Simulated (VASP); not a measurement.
Be3CdTe4, 8 atoms in the cell. Symmetry: I-42m, No. 121, tetragonal system. The conventional cell has a = 7.958 Å, b = 7.958 Å, c = 6.486 Å, α = 90.00°, β = 90.00°, γ = 90.00°. Be (site symmetry 222) is surrounded by 2 Be at 3.24 Å and 8 Te at 3.30 to 3.41 Å. Around Be (site symmetry -42m) lie 4 Te at 2.63 Å. Cd (site symmetry -42m) is surrounded by 4 Te at 2.49 Å. Around Te (site symmetry m) lie 1 Cd at 2.49 Å and 1 Be at 2.63 Å. The cell was built by a generator and needn't be a form met in nature.

| Quantity | Value |
| --- | --- |
| Program | VASP 6.6.1 |
| Task | relaxation of cell and atoms |
| Functional | PBE |
| Potentials or basis | VASP PAW PBE potentials, release 64 (Be, Cd, Te) |
| Cutoff | 520 eV |
| k mesh | 3 × 3 × 3 |
| Occupations | gaussian, width 0.15 eV |
| Spin | no spin polarisation |
| Further INCAR settings | PREC = Normal; ALGO = Fast; EDIFF = 0.0001; IBRION = 2; EDIFFG = -0.08; NSW = 24; ISIF = 3 |

Potentials or basis: VASP PAW PBE potentials, release 64 (Be, Cd, Te).

Command:

```bash
$ cat potpaw_PBE.64/Be/POTCAR potpaw_PBE.64/Cd/POTCAR potpaw_PBE.64/Te/POTCAR > POTCAR
$ mpirun -np 4 vasp_std > vasp.out
```

Hardware: 4 MPI ranks on Intel(R) Xeon(R) Platinum 8259CL CPU @ 2.50GHz (Skylake/Cascade Lake), on a shared host.

**Question.** How long does it take, and how much memory?

**Answer.** Wall time 2.1 min on 4 MPI ranks on Intel(R) Xeon(R) Platinum 8259CL CPU @ 2.50GHz (Skylake/Cascade Lake), with other jobs on the host, peak memory 0.16 GiB a rank. Counts: scf iterations 166, k points 6, ion steps 24.
